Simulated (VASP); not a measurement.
GaN (zinc blende):

```
CELL_PARAMETERS angstrom
      0.00000     2.26000     2.26000
      2.26000     0.00000     2.26000
      2.26000     2.26000     0.00000
ATOMIC_POSITIONS crystal
  Ga 0.00000 0.00000 0.00000
  N  0.25000 0.25000 0.25000
```

The lowest empty band near Γ, direction [111], from mBJ (TB09) with spin-orbit coupling in VASP (PAW); its two spin partners are averaged. The gap over the points computed is 2.81 eV, and the next band on that side lies 8.62 eV away at the edge.

Numerical set-up: 520 eV cut-off, 11×11×11 Γ-centred mesh, Gaussian smearing of 0.050 eV, potentials Ga_d N.

| distance from the edge in k (1/Å) | distance in energy (meV) |
|---|---|
| 0.018 | 5.6 |
| 0.025 | 10.7 |
| 0.035 | 20.8 |
| 0.050 | 42.0 |
| 0.070 | 81.0 |

Problem. Fit E(1 + αE) = ħ²k²/2m* (ħ²/2m0 = 3.810 eV Å²) and predict the row at 0.095 1/Å.

Solution. Least squares on the energies gives the electron mass m* = 0.222 m0 and α = 0.45 per eV, and so 145.1 meV. The run gave 145.2 meV, +0.1 meV from the fit.

Left out are points under 3 meV from the edge, since the levels carry 0.1 meV, and points farther than half the way to the next band.

The compound is GaN in the zinc blende structure, a metastable form; wurtzite is the usual one. The cell was not relaxed at this level.
